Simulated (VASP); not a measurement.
Input:

```yaml
crystal:
  lattice:
    - [0.00000, 1.91555, 1.91555]
    - [1.91555, 0.00000, 1.91555]
    - [1.91555, 1.91555, 0.00000]
  atoms:
    - { symbol: Ir, position: [0.00000, 0.00000, 0.00000] }
```

Level of theory: revTPSS meta-GGA, VASP's PBE PAW potentials (set 64) (plane waves; VASP). Numerical set-up: 520 eV cut-off, 18×18×18 Γ-centred mesh, tetrahedra with Blöchl corrections, potentials Ir.

Q: Give the energies of bands 1 to 6 at the high-symmetry points, in eV from the Fermi level.

A: 
```csv
band,Γ,X,U,L,W
1,-11.13,-8.05,-7.05,-8.15,-6.39
2,-3.91,-7.42,-6.07,-4.05,-4.92
3,-3.91,0.86,-2.91,-4.05,-4.92
4,-3.91,1.52,-0.92,-0.81,-1.83
5,-1.23,1.52,0.65,0.92,1.53
6,-1.23,1.71,6.51,0.92,8.45
```

It has no gap at this level: it comes out as a metal or semimetal.

The compound is Ir in the fcc structure. It was relaxed first.
